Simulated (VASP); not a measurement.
Input:

```
SnS2
1.0
    1.83309    -3.17501     0.00000
    1.83309     3.17501     0.00000
    0.00000     0.00000     5.86298
Sn S
1 2
Cartesian
  0.00000   0.00000   0.00000
  1.83309   1.05834   1.48175
  1.83309  -1.05834   4.38123
```

All values below come from vdW-DF-cx, VASP's PBE PAW potentials (set 64) (plane waves; VASP). Numerical set-up: 520 eV cut-off, Gaussian smearing of 0.050 eV, potentials Sn_d S.

Unless said otherwise, spin-orbit coupling is left out, though it shifts the bands of the heavy elements here.

Q: Give the energies of bands 8 to 16 at the high-symmetry points, in eV from the valence-band maximum.

A: 
```tsv
band	Γ	M	K	A	L	H
8	-5.75	-6.89	-7.22	-4.64	-7.06	-7.13
9	-0.68	-4.34	-3.54	-2.00	-4.83	-4.09
10	-0.68	-2.80	-3.54	-0.78	-2.38	-4.09
11	-0.42	-2.56	-3.20	-0.78	-1.83	-3.61
12	-0.42	-1.13	-1.50	-0.27	-0.79	-0.37
13	-0.02	-0.33	-1.50	-0.27	-0.71	-0.37
14	1.72	1.60	1.81	2.94	1.34	2.88
15	3.53	4.34	6.81	3.60	4.56	5.20
16	5.30	5.83	6.81	5.02	5.41	5.20
```

The gap is indirect, 1.26 eV, from the valence maximum at K-Γ at 0.78 to the conduction minimum at L-M at 0.33.

Measured: gap 2.18 eV (computed value off by -0.92 eV), as given by Joseph M. Gonzalez et al., Physical Review B (2016), arXiv:1609.04381.

The compound is SnS2 in the 1T layered structure. It was relaxed first.
